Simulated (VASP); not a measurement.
An input for Quantum ESPRESSO's pw.x (written as the equivalent of a VASP run, and not itself run):

```
&CONTROL
  calculation = 'scf'
  pseudo_dir = './pseudo'
  outdir = './out'
  tprnfor = .true.
  tstress = .true.
/
&SYSTEM
  ibrav = 0
  nat = 2
  ntyp = 2
  ecutwfc = 82
  occupations = 'tetrahedra'
  input_dft = 'vdw-df-obk8'
/
&ELECTRONS
  conv_thr = 7.3e-09
  electron_maxstep = 100
/
ATOMIC_SPECIES
  Zr 91.224 Zr.upf
  C 12.011 C.upf
CELL_PARAMETERS angstrom
     0.0000000    2.3570279    2.3570279
     2.3570279    0.0000000    2.3570279
     2.3570279    2.3570279   -0.0000000
ATOMIC_POSITIONS crystal
  Zr   0.0000000  0.0000000  0.0000000
  C    0.5000000  0.5000000  0.5000000
K_POINTS automatic
  15 15 15 0 0 0
```

Task: Write the VASP files for the same calculation (optB88-vdW).

Result: Several could match; the one computed here: 
File POSCAR:
```
ZrC
2.3570280
  0.0000000000   0.9999999649   0.9999999649
  0.9999999649   0.0000000000   0.9999999649
  0.9999999649   0.9999999649   0.0000000000
Zr C
1 1
direct
  0.0000000000   0.0000000000   0.0000000000
  0.5000000000   0.5000000000   0.5000000000
```

INCAR:
```
LREAL=.False.   ! projection in real space or not
NEDOS=601   ! DOS grid
LCHARG=.True.
LWAVE=.False.
LUSE_VDW=.True.
ENCUT=520   ! plane-wave cut-off (eV)
PARAM1=0.1833333333
LASPH=.True.   ! aspherical one-centre terms
GGA=BO
PARAM2=0.22
ISIF=2   ! forces and stress, cell fixed
LMAXMIX=4
SYSTEM=ZrC
LORBIT=11   ! lm-projected
ISMEAR=-5   ! tetrahedra, Bloechl
PREC=Accurate
EDIFF=1E-7
ALGO=Normal   ! blocked Davidson
NELM=100   ! most electronic steps
AGGAC=0.0
```

File KPOINTS:
```
Automatic mesh
0
Gamma
15 15 15
0 0 0
```

POTCAR, in this order: Zr_sv C (PBE.64 set). Program: vasp_std.

Limits of the translation: the potentials are each code's own (VASP's PAW set, PseudoDojo norm-conserving files in pw.x), so ENCUT and ecutwfc are chosen apart and not converted; conv_thr bounds pw.x's estimated SCF error, while EDIFF bounds the energy change between steps.

The compound is ZrC in the rock salt structure. It was relaxed first.
